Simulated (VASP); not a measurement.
Input:

```xyz
2
Lattice="0.0000 2.8355 2.8355 2.8355 0.0000 2.8355 2.8355 2.8355 0.0000" Properties=species:S:1:pos:R:3 pbc="T T T"
Be     0.0000     0.0000     0.0000
Te     1.4178     1.4178     1.4178
```

Computed with PW91 GGA, VASP's PBE PAW potentials (set 64) (plane waves; VASP). Numerical set-up: 520 eV cut-off, Gaussian smearing of 0.050 eV, potentials Be Te.

Unless said otherwise, spin-orbit coupling is left out, though it shifts the bands of the heavy elements here.

### Question
Give the energies of bands 2 to 7 at the high-symmetry points, in eV from the valence-band maximum.

### Answer

```
band     Γ      X      U      L      W
----  ----  -----  -----  -----  -----
2     0.00  -5.00  -4.66  -5.40  -4.49
3     0.00  -2.56  -3.76  -1.09  -3.58
4     0.00  -2.56  -2.16  -1.09  -3.10
5     3.64   2.04   2.74   3.04   5.28
6     3.64   2.70   5.25   4.61   5.54
7     3.64   9.59   7.82   4.61   5.57
```

The gap is indirect, 2.03 eV, from the valence maximum at Γ to the conduction minimum at X.

Measured: gap 2.80 eV (computed value off by -0.77 eV), as given by Das et al., (2018), arXiv:1807.05623.

The compound is BeTe in the zinc blende structure. It was relaxed first.
